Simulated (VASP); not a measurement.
The system is SrTiO3.

```
Sr Ti O
1.0
     3.89467    0.00000    0.00000
     0.00000    3.89467    0.00000
     0.00000    0.00000    3.89467
Sr Ti O
1 1 3
Cartesian
  0.0000 0.0000 0.0000
  1.9473 1.9473 1.9473
  1.9473 0.0000 1.9473
  1.9473 1.9473 0.0000
  0.0000 1.9473 1.9473
```

The cell is a database's computed one.

Base run:

```yaml
Program: VASP 6.6.1
Functional: PBEsol
Potentials_or_basis: VASP PAW PBE potentials, release 64 (Sr_sv, Ti_sv, O)
Cutoff: 520 eV
k_mesh: 8 × 8 × 8
Occupations: gaussian, width 0.02 eV
Spin: no spin polarisation
```

Its results: band gap on the k mesh 1.82 eV, indirect (least direct gap 2.17 eV).

**Question.** The run is repeated on the same cell with these changes: functional from PBEsol to TB-mBJ. What comes out?

**Answer.** Band gap on the k mesh 2.85 eV, indirect (least direct gap 3.26 eV).

Not every run made on this cell is shown here.
